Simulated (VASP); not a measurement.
Given:

```xyz
2
Lattice="3.6400 0.0000 0.0000 0.0000 3.6400 0.0000 0.0000 0.0000 3.6400" Properties=species:S:1:pos:R:3 pbc="T T T"
Ti     0.0000     0.0000     0.0000
Se     1.8200     1.8200     1.8200
```

Method: PBE GGA, VASP's PBE PAW potentials (set 64) (plane waves; VASP). Settings: 400 eV cut-off, 9×9×9 Γ-centred mesh, first-order Methfessel-Paxton smearing of 0.10 eV, potentials Ti_sv Se.

Energy and stress use the plane-wave basis of the starting cell.

Problem. The ions, cell shape and volume are relaxed. Predict the relaxed structure.

Solution. 
```xyz
2
Lattice="3.2049 0.0000 0.0000 0.0000 3.2049 0.0000 0.0000 0.0000 3.2049" Properties=species:S:1:pos:R:3 pbc="T T T"
Ti     0.0000     0.0000     0.0000
Se     1.6024     1.6024     1.6024
```
Space group Pm-3m (221), at a tolerance of 0.03 Å.

Problem. How do energy and volume change from the first to the last step?

Solution. The energy (σ→0) changes by -644.2 meV/atom and the volume by -31.7 %, in 3 ionic steps.

The structure was generated: TiSe was put into the CsCl type type (Pm-3m), which need not be its known phase. This run relaxes it. Symmetry was kept, so distortions that lower it aren't found.
